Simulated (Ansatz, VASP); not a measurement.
# Cross-check of Sn between VASP and Ansatz, part 2 of 2

Wanted: the spread between two codes on one cell, functional and k mesh. The cell is taken from a series of runs on this material, whose earlier steps may have relaxed, scaled, displaced or heated it; both programs get it as it stands.

VASP 6.6.1 and Ansatz 0.2.0.

So far: Starting point; VASP: zone-centre phonons, LDA.

## 2. VASP: zone-centre phonons, LDA (continued)

Level of this step: LDA; plane waves and PAW (Sn_d) (VASP).

Numbers of over 12 decimals in the logs are rounded to 6 here.

From OUTCAR (step 2):

```text
ion  position               nearest neighbor table
   1  0.500  0.500  0.500-   2 2.82   2 2.82   2 2.82   2 2.82
   2  0.750  0.750  0.750-   1 2.82   1 2.82   1 2.82   1 2.82

  LATTYP: Found a trigonal (rhomboedric) cell.
 ALAT       =     4.6037535928
 COS(alpha) =     0.4986780151

 Subroutine GETGRP returns: Found 12 space group operations
 (whereof  6 operations were pure point group operations)

The static configuration has the point symmetry C_3v.
 The point group associated with its full space group is D_3d.

   k-points           NKPTS =   1728   k-points in BZ     NKDIM =   1728   number of bands    NBANDS=     20

   dimension x,y,z NGX =    36 NGY =   36 NGZ =   36
   dimension x,y,z NGXF=    72 NGYF=   72 NGZF=   72

   ENCUT  =  500.0 eV  36.75 Ry    6.06 a.u.   8.39  8.39  8.39*2*pi/ulx,y,z

   NELECT =      28.0000    total number of electrons

 k-points in reciprocal lattice and weights: Points of the shifted mesh
   0.04166667  0.04166667  0.04166667       0.001
   0.04166667  0.04166667  0.12500000       0.001
   0.04166667  0.04166667  0.20833333       0.001
   0.04166667  0.04166667  0.29166667       0.001
   0.04166667  0.04166667  0.37500000       0.001
   0.04166667  0.04166667  0.45833333       0.001
   0.04166667  0.04166667  0.54166667       0.001
   0.04166667  0.04166667  0.62500000       0.001
   0.04166667  0.04166667  0.70833333       0.001
[...]
0.95833333  0.95833333  0.87500000       0.001
   0.95833333  0.95833333  0.95833333       0.001

 average (electrostatic) potential at core
       1-101.5047       2-101.5047

  Total       -0.3664294     -0.3664294     -0.3664294     -0.0000552     -0.0000552     -0.0000552
  in kB       -8.4922005     -8.4922005     -8.4922005     -0.0012788     -0.0012788     -0.0012788
  external PRESSURE =      -8.4922005 kB  Pullay stress =       0.0000000 kB

  energy-cutoff  :      500.00
  volume of cell :       69.13
      direct lattice vectors                 reciprocal lattice vectors
    -0.004302098  3.255343963  3.255343963    -0.153289463  0.153492311  0.153492311
     3.255343963 -0.004302098  3.255343963     0.153492311 -0.153289463  0.153492311
     3.255343963  3.255343963 -0.004302098     0.153492311  0.153492311 -0.153289463

 POSITION                                       TOTAL-FORCE (eV/Angst)
 -----------------------------------------------------------------------------------
      3.25211      3.25211      3.25211         0.000188      0.000188      0.000188
      4.88088      4.88088      4.88088        -0.000188     -0.000188     -0.000188
 -----------------------------------------------------------------------------------
    total drift:                                0.000000      0.000000      0.000000

 Eigenvectors and eigenvalues of the dynamical matrix
 ----------------------------------------------------

   1 f  =    5.647730 THz    35.485737 2PiTHz  188.388010 cm-1    23.357126 meV
             X         Y         Z           dx          dy          dz
      3.252105  3.252105  3.252105     0.408248    0.408248    0.408248
      4.880877  4.880877  4.880877    -0.408248   -0.408248   -0.408248

   2 f  =    5.630013 THz    35.374415 2PiTHz  187.797022 cm-1    23.283853 meV
             X         Y         Z           dx          dy          dz
      3.252105  3.252105  3.252105     0.288675    0.288675   -0.577350
      4.880877  4.880877  4.880877    -0.288675   -0.288675    0.577350

   3 f  =    5.630013 THz    35.374415 2PiTHz  187.797022 cm-1    23.283853 meV
             X         Y         Z           dx          dy          dz
      3.252105  3.252105  3.252105    -0.500000    0.500000   -0.000000
      4.880877  4.880877  4.880877     0.500000   -0.500000   -0.000000

   4 f  =    0.000000 THz     0.000001 2PiTHz    0.000004 cm-1     0.000000 meV
             X         Y         Z           dx          dy          dz
      3.252105  3.252105  3.252105    -0.015292   -0.394852   -0.586394
      4.880877  4.880877  4.880877    -0.015292   -0.394852   -0.586394

   5 f/i=    0.000000 THz     0.000000 2PiTHz    0.000001 cm-1     0.000000 meV
             X         Y         Z           dx          dy          dz
      3.252105  3.252105  3.252105     0.704552    0.039668   -0.045084
      4.880877  4.880877  4.880877     0.704552    0.039668   -0.045084

   6 f/i=    0.000000 THz     0.000001 2PiTHz    0.000003 cm-1     0.000000 meV
             X         Y         Z           dx          dy          dz
      3.252105  3.252105  3.252105     0.058072   -0.585251    0.392568
      4.880877  4.880877  4.880877     0.058072   -0.585251    0.392568

 ELASTIC MODULI CONTR FROM IONIC RELAXATION (kBar)
 Direction    XX          YY          ZZ          XY          YZ          ZX
 --------------------------------------------------------------------------------
 XX          -0.0049     -0.0040     -0.0040      0.6213      0.2479      0.7176
 YY          -0.0040     -0.0049     -0.0040      0.7176      0.6213      0.2479
 ZZ          -0.0040     -0.0040     -0.0049      0.2479      0.7176      0.6213
 XY           0.6213      0.7176      0.2479   -199.1531      1.9109      1.9109
 YZ           0.2479      0.6213      0.7176      1.9109   -199.1531      1.9109
 ZX           0.7176      0.2479      0.6213      1.9109      1.9109   -199.1531
 --------------------------------------------------------------------------------
```

Energies printed during the response cycles are not total energies of the cell.

## 3. Ansatz: zone-centre phonons, LDA

Ansatz runs on its PAW soft_1 files.

The same cell, functional (in two slightly different forms), mesh and smearing now go to Ansatz, which takes its cutoff from its data sets.

input.yaml

```yaml
crystal:
  lattice:
    - [-0.0043020981, 3.255343963, 3.255343963]
    - [3.255343963, -0.0043020981, 3.255343963]
    - [3.255343963, 3.255343963, -0.0043020981]
  atoms:
    - { symbol: Sn, position: [0.4998328037, 0.4998328037, 0.4998328037] }
    - { symbol: Sn, position: [0.7501671963, 0.7501671963, 0.7501671963] }
kpoints:
  mp_grid: { grid: [12, 12, 12], shift: [0.5, 0.5, 0.5] }
hamiltonian:
  xc: lda
  pseudopotentials: { kind: paw, azcp: { folder: soft_1 }, xc_functional: pbe }
scf:
  occupations: { method: gaussian, width: 0.015 }
output:
  eigenvalues: true
phonons:
  method: dfpt
```

On the command line:

```console
$ ansatz run input.yaml --threads 4 --pin off --max-ram 10240MiB --backend cpu --events-out ev --progress --plain --runs-dir out
```

The program printed:

```text
Engine: ansatz 0.2.0, aarch64-unknown-linux-gnu
Pseudopotentials: kind: paw
Pseudopotential: Sn, paw, valence charge 14, recommended cutoff 420 eV (normal), soft_1/Sn.paw.azcp
Functional definition: SPW92
  exchange = slater_x
  correlation = pw_c
Crystal: 2 atoms, lattice volume = 69.132 Å³
Basis set: ecut = 420 eV, 1363 PW (Γ), exchange–correlation on 64×64×64 points (8 copies of the dense FFT grid, shifted against one another)
Bands: 18, of which v1, the nominal top of the filled ones, is band 14 counted from 1 (13 counted from 0)
Symmetry: 12 space group operations
k-points: 468 of 1728 (irreducible under 2 space group operations, time reversal used)
Non-local potential: Sn, projectors of the file, l = 0: 2, l = 1: 2, l = 2: 2, l = 3: 1
PAW form: soft (Blöchl's): semilocal exchange-correlation on the pseudo side does not see the compensation charge
PAW frozen core: Sn, regenerated for the run's functional, and the local potential with it (the file was generated under x = pbe(κ = 0.804, μ = 0.219515), c = pbe(β = 0.066725))
PAW one-centre angular grid: Sn, 590 points (default); XC on 64 Gauss nodes
Initial density: superposition of atomic densities (chi_scale 0.1, normalization cell)
Initial wavefunctions: pseudopotential atomic-orbital guess
Functional: x = slater, c = lda
SCF iter   1: F=—  HF=-11759.272771 eV  |F-HF|=—  |Δ(HF+E_count)|=         —  Δρ=2.21e-2  dr2=3.79e-1  ethr=3.10e-3  ⟨swp⟩=6.0  Hψ=45732  notcnv=0
preconditioner: auto → none  [insulator: Δε(μ)=0.067 eV  Ē_g=19.892 eV  σ=0.015 eV  W_gap=0.51  n_scr=14 (ndim 8)  ℏωp=23.6 eV  f_vac=0.007  D(μ)=0.19/eV (n_scr^D=0)  ε∞_Penn≈2.4]
SCF iter   2: F=—  HF=-11759.160441 eV  |F-HF|=—  |Δ(HF+E_count)|=   1.12e-1  Δρ=9.19e-3  dr2=6.13e-2  ethr=1.35e-3  ⟨swp⟩=2.0  Hψ=14027  notcnv=0
SCF iter   3: F=—  HF=-11759.146038 eV  |F-HF|=—  |Δ(HF+E_count)|=   1.44e-2  Δρ=9.86e-4  dr2=4.47e-4  ethr=2.19e-4  ⟨swp⟩=2.0  Hψ=12171  notcnv=0
SCF iter   4: F=—  HF=-11759.146168 eV  |F-HF|=—  |Δ(HF+E_count)|=   1.31e-4  Δρ=4.44e-4  dr2=5.19e-5  ethr=1.60e-6  ⟨swp⟩=2.0  Hψ=16017  notcnv=0
SCF iter   5: F=—  HF=-11759.146161 eV  |F-HF|=—  |Δ(HF+E_count)|=   7.12e-6  Δρ=1.03e-4  dr2=2.89e-6  ethr=1.85e-7  ⟨swp⟩=2.0  Hψ=13104  notcnv=0
SCF iter   6: F=—  HF=-11759.146162 eV  |F-HF|=—  |Δ(HF+E_count)|=   6.45e-7  Δρ=1.82e-5  dr2=1.36e-7  ethr=1.03e-8  ⟨swp⟩=2.0  Hψ=14992  notcnv=0
SCF iter   7: F=—  HF=-11759.146162 eV  |F-HF|=—  |Δ(HF+E_count)|=   3.68e-9  Δρ=4.75e-6  dr2=1.16e-8  ethr=4.86e-10  ⟨swp⟩=1.0  Hψ=8424  notcnv=0
SCF iter   8: F=—  HF=-11759.146162 eV  |F-HF|=—  |Δ(HF+E_count)|=   4.67e-9  Δρ=2.99e-7  dr2=3.76e-11  ethr=4.14e-11  ⟨swp⟩=2.2  Hψ=14863  notcnv=0
SCF iter   9: F=-11759.146162 eV  HF=-11759.146162 eV  |F-HF|=0.00e0  |Δ(HF+E_count)|=    0.00e0  Δρ=2.63e-8  dr2=3.80e-13  ethr=1.00e-12  ⟨swp⟩=6.9  Hψ=38908  notcnv=0
SCF 1 converged in 9 iterations: F = -11759.146162 eV  dr2 = 3.80e-13
  greatest PAW one-centre occupation: 0.992 electrons in one spin orbital (limit 2), on the Sn atom at site 1 (counted from 0), in its partial waves of l = 2
DFPT response loops at Γ: preconditioner auto → Kerker (q_TF=auto, 2.347 Å⁻¹) (partly filled bands, converged f_vac=0.086); β = 1.00, the filter's whole step (`scf.mixing.beta` (0.50) is not read by the response loops under this deck's `scf.mixing.preconditioner`; to damp them name `kerker` or `kerker_dos`, under which they read `scf.mixing.beta`, and type it under 1.00, their step now; both keys bind the ground state too); Broyden in place of MSR1
SCF converged after 9 iterations
Free energy (F): -11759.146162 eV
Harris-Foulkes:  -11759.146162 eV  (|F-HF|=0.00e0)
Internal energy: -11759.146162 eV  (E = F + TS)
E sigma→0 (E₀):  -11759.146162 eV
Entropy (-TS):   -0.000000 eV (-0.000 meV/atom)
Fermi energy:    7.410793 eV
--- Per-component energies (eV) ---
  E_band       = -258.167377
  E_kinetic    = 338.765295
  E_local      = -2644.146444  (includes V_loc(G=0)·N_el)
  E_nonlocal   = 298.911569
  E_hartree    = 1281.172862
  E_xc         = -249.822843
  E_vxc        = -162.066288  (∫ρ·V_xc dr)
  E_paw        = -8451.282283  (= ΣΔE_a)
  E_vpaw       = -651.977779  (= ΣTr[D̂ρ^β])
  E_aug_tail   = 0.000548  (compensation charges beyond the density's cutoff)
  E_ewald      = -2333.594648
  E_core_change = 0.849782  (= ΣΔE_core)
  E_smearing   = -0.000000  (= −TS)
  E_closure    = -0.000000  (closes the sum)
  Σ components = -11759.146162   (vs F -11759.146162, Δ=0.00e0)
--- Band table (eV; the first three rows and the last of 468) ---
  k-point 0: bands = [... 10 lower, -3.1707, 6.2162, 7.4440, 7.4440, 7.6414, 9.5959, 9.5959, 9.6167]
  k-point 1: bands = [... 10 lower, -3.0823, 5.4165, 7.0691, 7.3763, 7.9937, 9.6910, 9.7448, 10.1491]
  k-point 2: bands = [... 10 lower, -2.8652, 4.2532, 6.6966, 7.1072, 7.9880, 10.0310, 10.2154, 10.9472]
  k-point 467: bands = [... 10 lower, -1.5869, 1.0964, 6.0877, 6.2654, 7.4999, 10.5707, 10.6928, 13.0328]
--- Phonons (Γ-DFPT): 1 representative perturbation + reference, on 468 of 1728 k-points (Σ response iterations 3) ---
  k mesh reduced under 2 symmetry operations, with k and −k counted as one. Each operation leaves every solved perturbation unchanged. A smaller set is not used because it would not reduce the number of displacements times k-points to solve
  ASR residual: 9.228e-6 → 0.000e0 eV/Å²; symmetrization residual: 5.462e-12 eV/Å²
  ASR residual per site (eV/Å²): 9.23e-6 9.23e-6
  Γ frequencies (cm⁻¹): 0.00 0.00 0.00 187.49 187.49 187.81
  non-analytic LO–TO correction: not included (Born effective charges unavailable; polar crystals: no LO–TO splitting at Γ)
```

Reading the cycles: dr2 is the Hartree energy of the density residual (eV), the measure of convergence; HF is the Harris–Foulkes estimate of the energy, which meets the free energy F at convergence.

## 4. Differences

Known differences besides the potentials themselves: the two LDA forms differ slightly; the cutoff is 420 eV in Ansatz and 500 eV in VASP; VASP's log shows a relativistic correction to its local exchange, Ansatz's none. Total energies have different zeros and are not compared.

Compared:

```
                  quantity  Ansatz   VASP  difference
optical mode 1 to 2 (cm⁻¹)   187.5  187.8     -0.16 %
     optical mode 3 (cm⁻¹)   187.8  188.4     -0.31 %
```

Modes are paired by rising frequency, not by their patterns, so a pair may set unlike modes beside each other; they are those without the splitting of longitudinal modes.

## 5. What came out

```yaml
r_m_s_difference_of_the_optical_zone_centre_modes_each_program_s_sorted_by_frequency_zone_centre_phonons_lda: 0.42 cm⁻¹
```

The r.m.s. difference of the optical zone-centre modes, each program's sorted by frequency is 0.42 cm⁻¹ (zone-centre phonons, LDA). Such differences can come from data sets, numerical settings and the points named under the comparisons, not from the functional's error against experiment.

[Lines on the potential files, build, host, timing and source positions are cut from VASP's logs without a mark.]

[Logs are printed without paths, hosts, clocks, repeated set-up lines and the standing remarks that a program may print on its own settings, such as how far it seeks lower states.]

[Hosts, paths, dates, database ids (printed as entryN), source tags and the programs' standing remarks are cut or masked in the printed files.]
